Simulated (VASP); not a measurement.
An input for Quantum ESPRESSO's pw.x (written as the equivalent of a VASP run, and not itself run):

```
&CONTROL
  calculation = 'vc-relax'
  pseudo_dir = './pseudo'
  outdir = './out'
  tprnfor = .true.
  tstress = .true.
  nstep = 30
  forc_conv_thr = 0.00039
/
&SYSTEM
  ibrav = 0
  nat = 6
  ntyp = 2
  ecutwfc = 84
  occupations = 'smearing'
  smearing = 'gaussian'
  degauss = 0.003675
  input_dft = 'pbesol'
/
&ELECTRONS
  conv_thr = 7.3e-09
  electron_maxstep = 100
/
&IONS
/
&CELL
  cell_dofree = 'shape'
/
ATOMIC_SPECIES
  Sn 118.710 Sn.upf
  O 15.999 O.upf
CELL_PARAMETERS angstrom
     4.8174104    0.0000000    0.0000000
     0.0000000    4.8174104    0.0000000
     0.0000000    0.0000000    3.2516766
ATOMIC_POSITIONS crystal
  Sn   0.0000000  0.0000000  0.0000000
  Sn   0.5000000  0.5000000  0.5000000
  O    0.3063834  0.3063834  0.0000000
  O    0.8063834  0.1936166  0.5000000
  O    0.1936166  0.8063834  0.5000000
  O    0.6936166  0.6936166  0.0000000
K_POINTS automatic
  5 5 7 0 0 0
```

Write the VASP files for the same calculation (PBEsol).

This is not unique; one that fits is 
### KPOINTS
```
Automatic
0
Gamma
5 5 7
0 0 0
```

### INCAR
```
EDIFF  =  1E-7   ! SCF stop (eV)
LCHARG  =  .FALSE.
NELM  =  100   ! most electronic steps
LREAL  =  .FALSE.   ! projection in real space or not
ISIF  =  4
ENCUT  =  520   ! plane-wave cut-off (eV)
IBRION  =  2
ALGO  =  Normal   ! blocked Davidson
SIGMA  =  0.05
NSW  =  30   ! most ionic steps
PREC  =  Accurate
LASPH  =  .TRUE.   ! aspherical one-centre terms
ISMEAR  =  0   ! Gaussian
EDIFFG  =  -0.01   ! ionic stop
GGA  =  PS   ! PBEsol
LWAVE  =  .FALSE.
LMAXMIX  =  4   ! l cut-off of mixed one-centre charges
SYSTEM  =  SnO2
```

File POSCAR:
```
SnO2
1
    4.8174103983     0.0000000000     0.0000000000
    0.0000000000     4.8174103983     0.0000000000
    0.0000000000     0.0000000000     3.2516765925
Sn O
2 4
Direct
  0.0000000000   0.0000000000   0.0000000000
  0.5000000000   0.5000000000   0.5000000000
  0.3063833544   0.3063833544   0.0000000000
  0.8063833544   0.1936166456   0.5000000000
  0.1936166456   0.8063833544   0.5000000000
  0.6936166456   0.6936166456   0.0000000000
```

POTCAR, in this order: Sn_d O (PBE.64 set). Program: vasp_std.

The two are equivalent in intent, not identical: the potentials are each code's own (VASP's PAW set, PseudoDojo norm-conserving files in pw.x), so ENCUT and ecutwfc are chosen apart and not converted; conv_thr bounds pw.x's estimated SCF error, while EDIFF bounds the energy change between steps; forc_conv_thr acts on force components and is met together with etot_conv_thr.

The compound is SnO2 in the rutile structure. This cell is one point of a volume scan, at 1.03 of the reference volume. Symmetry was kept, so distortions that lower it aren't found.
